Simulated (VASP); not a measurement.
Data:

```xyz
4
Lattice="1.2749 -2.2082 0.0000 1.2749 2.2082 0.0000 0.0000 0.0000 4.2185" Properties=species:S:1:pos:R:3 pbc="T T T"
B      1.2749    -0.7361     2.1106
B      1.2749     0.7361     0.0013
N      1.2749    -0.7361     3.6899
N      1.2749     0.7361     1.5806
```

Method: rev-vdW-DF2, VASP's PBE PAW potentials (set 64) (plane waves; VASP). Settings: 520 eV cut-off, 11×11×6 Γ-centred mesh, tetrahedra with Blöchl corrections, potentials B N.

The cores are frozen, which limits the accuracy of field gradients.

**Question.** Give the principal components of the electric field gradient (V/Å²) and the asymmetry η at each nucleus.

**Answer.** 
```json
[
 {"atom": "B1", "Vxx": "-0.4", "Vyy": "-0.4", "Vzz": "0.9", "η": "0.00"},
 {"atom": "B2", "Vxx": "-0.4", "Vyy": "-0.4", "Vzz": "0.9", "η": "0.00"},
 {"atom": "N3", "Vxx": "-2.4", "Vyy": "-2.4", "Vzz": "4.7", "η": "0.00"},
 {"atom": "N4", "Vxx": "-2.4", "Vyy": "-2.4", "Vzz": "4.7", "η": "0.00"}
]
```

The compound is BN in the wurtzite structure, a metastable high-pressure form. It was relaxed first.
